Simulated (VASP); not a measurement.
NaTlP2:

```
P Na Tl
1.0
     1.83020    3.16999    0.00000
    -1.83020    3.16999    0.00000
     0.00000   -2.11332    6.00960
P Na Tl
2 1 1
Cartesian
  0.0000 0.0000 4.5072
  0.0000 4.2266 1.5024
  0.0000 2.1133 3.0048
  0.0000 0.0000 0.0000
```

The cell was built by a generator and needn't be a form met in nature.

| Item | Value |
| --- | --- |
| Program | VASP 6.6.1 |
| Task | relaxation of cell and atoms |
| Functional | PBE |
| Potentials or basis | VASP PAW PBE potentials, release 64 (P, Na_pv, Tl_d) |
| Cutoff | 600 eV |
| k mesh | 7 × 7 × 7 |
| Occupations | fermi-dirac, width 0.1 eV |
| Spin | no spin polarisation |

At the start: pressure 22.3 GPa; volume 17.43 Å³/atom.

Question: How do energy, volume and symmetry change on relaxing?

Answer: Over 24 steps the energy falls by 331.8 meV/atom and the volume is 23.26 Å³/atom (+33.4 %); space group R-3m (No. 166, to 0.05 Å).

Step by step:
```tsv
step	energy change (eV)	largest force (eV/Å)	pressure (GPa)	volume (Å³)
1	0.0000	0.0189	22.33	69.73
2	-1.0609	0.7923	-2.77	97.24
3	-1.1241	0.7194	0.24	89.89
4	-1.1245	0.7277	-0.08	90.48
5	-1.1706	0.5744	-0.08	90.92
6	-1.2339	0.0822	0.18	92.19
7	-1.2341	0.0522	0.20	92.27
8	-1.2418	0.0555	0.01	92.93
9	-1.2584	0.0422	-0.46	94.87
10	-1.2606	0.0665	-1.19	98.58
11	-1.2647	0.0095	-0.86	96.81
12	-1.2701	0.0588	-0.53	96.30
13	-1.2739	0.1558	0.07	95.41
14	-1.2763	0.1406	0.06	95.36
15	-1.2826	0.0987	-0.01	95.20
16	-1.2952	0.0591	-0.11	94.80
17	-1.3251	0.0778	-0.43	93.69
18	-1.3252	0.0538	0.18	92.18
19	-1.3266	0.0647	-0.12	92.91
20	-1.3271	0.0248	0.03	92.77
21	-1.3271	0.0208	0.05	92.75
22	-1.3271	0.0186	0.06	92.75
23	-1.3272	0.0125	0.01	92.89
24	-1.3272	0.0056	-0.04	93.04
```

Final structure:
```
P Na Tl
1.0
     1.86586    3.23175    0.00000
    -1.86586    3.23175    0.00000
     0.00000   -2.15450    7.71503
P Na Tl
2 1 1
Direct
  0.25855 0.25855 0.77564
  0.74145 0.74145 0.22436
  0.50000 0.50000 0.50000
  0.00000 0.00000 0.00000
```

Caveat: the volume moved by over 15 % at a fixed basis, so the end points are rough.
